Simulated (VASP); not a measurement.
```xyz
4
Lattice="3.8087 0.0000 0.0000 0.0000 3.8087 0.0000 0.0000 0.0000 5.4195" Properties=species:S:1:pos:R:3 pbc="T T T"
Zn     0.0000     3.8087     0.0000
Ge     1.9043     1.9043     2.7098
P      0.0000     1.9043     1.3285
P      1.9043     3.8087     4.0910
```

Level of theory: PBEsol GGA, VASP's PBE PAW potentials (set 64) (plane waves; VASP). Settings: 400 eV cut-off, 7×7×5 Γ-centred mesh, tetrahedra with Blöchl corrections, potentials Zn Ge_d P.

The cores are frozen, which limits the accuracy of field gradients.

Task: Give the principal components of the electric field gradient (V/Å²) and the asymmetry η at each nucleus.

Result: 
```tsv
atom	Vxx	Vyy	Vzz	η
Zn1	2.8	2.8	-5.6	0.00
Ge2	-1.9	-1.9	3.8	0.00
P3	69.8	12.4	-82.2	0.70
P4	69.8	12.4	-82.2	0.70
```

The structure comes from a computed database's ZnGeP2 entry (P-4m2); how it stands against other phases isn't given here. It was relaxed first.
